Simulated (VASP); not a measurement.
Crystal: Sn.

```
CELL_PARAMETERS angstrom
0.00000 3.23334 3.23334
3.23334 0.00000 3.23334
3.23334 3.23334 0.00000
ATOMIC_POSITIONS crystal
Sn 0.00000 0.00000 0.00000
Sn 0.25000 0.25000 0.25000
```

This isn't the form of Sn at room conditions, which is tetragonal (white tin).

| Quantity | Value |
| --- | --- |
| Program | VASP 6.6.1 |
| Task | relaxation of cell and atoms |
| Functional | PBE |
| Potentials or basis | VASP PAW PBE potentials, release 64 (Sn_d) |
| Cutoff | 350 eV |
| k mesh | 8 × 8 × 8 |
| Occupations | gaussian, width 0.02 eV |
| Spin | no spin polarisation |

At the start: pressure 3.4 GPa; volume 33.80 Å³/atom.

**Question.** Where does the relaxation end?

**Answer.** Over 3 steps the energy falls by 25.9 meV/atom and the volume is 36.40 Å³/atom (+7.7 %); space group Fd-3m (No. 227, to 0.05 Å).

The path:
```
step  energy change (eV)  largest force (eV/Å)  pressure (GPa)  volume (Å³)
   1              0.0000                0.0000            3.44        67.61
   2             -0.0448                0.0000           -0.99        74.95
   3             -0.0518                0.0000            0.00        72.81
```

Final structure:
```xyz
2
Lattice="0.0000 3.3143 3.3143 3.3143 0.0000 3.3143 3.3143 3.3143 0.0000" Properties=species:S:1:pos:R:3 pbc="T T T"
Sn    0.0000    0.0000    0.0000
Sn    1.6571    1.6571    1.6571
```
